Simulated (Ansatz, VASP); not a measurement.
LaPb2: VASP beside Ansatz

```
Pb La
1.0
    -2.08003    2.08003    5.67579
     2.08003   -2.08003    5.67579
     2.08003    2.08003   -5.67579
Pb La
2 1
Direct
  0.68639 0.68639 0.00000
  0.31361 0.31361 0.00000
  0.00000 0.00000 0.00000
```

Change from the starting cell: volume scaled by 1.02.

Alike in both runs: task single point; functional PBE; k mesh 9 × 9 × 9; occupations fermi-dirac, width 0.05 eV; no spin polarisation.

|  | VASP | Ansatz |
| --- | --- | --- |
| version | VASP 6.6.1 | Ansatz 0.2.0 |
| potentials or method | VASP PAW PBE potentials, release 64 (Pb_d, La) | Ansatz PAW |
| plane-wave cutoff (eV) | 520 | 420 |
| valence electrons in the cell | 39 | 39 |

```csv
,VASP,Ansatz,Ansatz less VASP
gap on the k mesh at the Fermi level (eV),none,none,-
pressure (GPa),-0.8,-0.8,+0.07
largest component of the traceless stress (GPa),0.72,0.73,+0.008
rms of the force components (eV/Å),0.022,0.021,-0.0009
```

Atom by atom the forces differ by 0.001 eV/Å (rms over components). A gap of «none» marks a metal or a gap that the smearing closes.

The runs have no spin-orbit coupling, so splittings on La, Pb are missing.
